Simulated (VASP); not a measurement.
An input for Ansatz (written as the equivalent of a VASP run, and not itself run):

Ansatz 0.2 input:
```yaml
crystal:
  lattice:
    - [0.0000000, 2.1907330, 2.1907330]
    - [2.1907330, 0.0000000, 2.1907330]
    - [2.1907330, 2.1907330, 0.0000000]
  atoms:
    - { symbol: Nb, position: [0.0000000, 0.0000000, 0.0000000] }
    - { symbol: N, position: [0.5000000, 0.5000000, 0.5000000] }
kpoints:
  mp_grid: { grid: [16, 16, 16] }
hamiltonian:
  xc: pbe
  dispersion: d3bj
  pseudopotentials: { kind: paw }
scf:
  occupations: { method: tetrahedron }
  max_iter: 100
output: { forces: true, stress: true, eigenvalues: true }
```

Problem. Write the VASP files for the same calculation (PBE-D3(BJ)).

Solution. One answer among several that fit: 
POSCAR:
```
NbN
1
    0.0000000000     2.1907330266     2.1907330266
    2.1907330266     0.0000000000     2.1907330266
    2.1907330266     2.1907330266    -0.0000000000
Nb N
1 1
Direct
  0.0000000000   0.0000000000   0.0000000000
  0.5000000000   0.5000000000   0.5000000000
```

**KPOINTS**
```
Automatic mesh
0
Gamma
16 16 16
0 0 0
```

INCAR:
```
GGA  =  PE
LORBIT  =  11   ! lm-projected
ISIF  =  2   ! forces and stress, cell fixed
SYSTEM  =  NbN
LASPH  =  .TRUE.   ! aspherical one-centre terms
EDIFF  =  1E-7   ! SCF stop (eV)
LCHARG  =  .TRUE.
NEDOS  =  601   ! DOS grid
ENCUT  =  520   ! plane-wave cut-off (eV)
PREC  =  Accurate
LMAXMIX  =  4   ! l cut-off of mixed one-centre charges
LREAL  =  .FALSE.   ! projection in real space or not
ISMEAR  =  -5
NELM  =  100   ! most electronic steps
ALGO  =  Normal
IVDW  =  12   ! D3, Becke-Johnson
LWAVE  =  .FALSE.
```

POTCAR, in this order: Nb_sv N (PBE.64 set). Program: vasp_std.

The two are equivalent in intent, not identical: each code has its own PAW files, so the cut-off isn't converted (ENCUT is set for VASP's; basis.ecutwfc is left out, and Ansatz then takes the one that its files recommend); Ansatz stops its SCF on the density residual and VASP on the energy change (EDIFF).

The compound is NbN in the rock salt structure, the cubic δ form, which competes with hexagonal ones. It was relaxed first.
